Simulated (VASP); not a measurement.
MoSi2 (MoSi2 type) is relaxed at rising pressure, each step from the one before. Symmetry mostly holds the structure type, and other phases were not tried. The mesh follows the cell, and a change of mesh leaves a small step in the series.

Input:

```cif
data_MoSi2
_chemical_formula_sum 'Si2 Mo1'
_space_group_name_H-M_alt 'P 1'
_space_group_IT_number 1
_cell_length_a 4.51729
_cell_length_b 4.51729
_cell_length_c 4.51729
_cell_angle_alpha 138.621
_cell_angle_beta 138.621
_cell_angle_gamma 59.953
loop_
_space_group_symop_operation_xyz
  'x, y, z'
loop_
_atom_site_label
_atom_site_type_symbol
_atom_site_fract_x
_atom_site_fract_y
_atom_site_fract_z
_atom_site_occupancy
Si1 Si 0.66495 0.66495 0.00000 1
Si2 Si 0.33505 0.33505 0.00000 1
Mo1 Mo 0.00000 0.00000 0.00000 1
```

The numbers are results of PBEsol GGA, VASP's PBE PAW potentials (set 64) (plane waves; VASP 6.6.1), not measurements. Settings: 500 eV cut-off, 13×13×13 Γ-centred mesh, first-order Methfessel-Paxton smearing of 0.10 eV, potentials Si Mo_sv.

```tsv
P (GPa)	V (Å³/atom)	H − H(0) (eV/atom)	space group	gap on the mesh (eV)	k-mesh
0	13.29	0.000	I4/mmm	0.00	13×13×13
10	12.75	0.812	I4/mmm	0.00	14×14×14
20	12.30	1.593	I4/mmm	0.00	14×14×14
30	11.92	2.349	I4/mmm	0.00	14×14×14
45	11.45	3.443	I4/mmm	0.00	14×14×14
```

Pressures at which the relaxation failed are left out.

The compound is MoSi2 in the MoSi2 type structure.
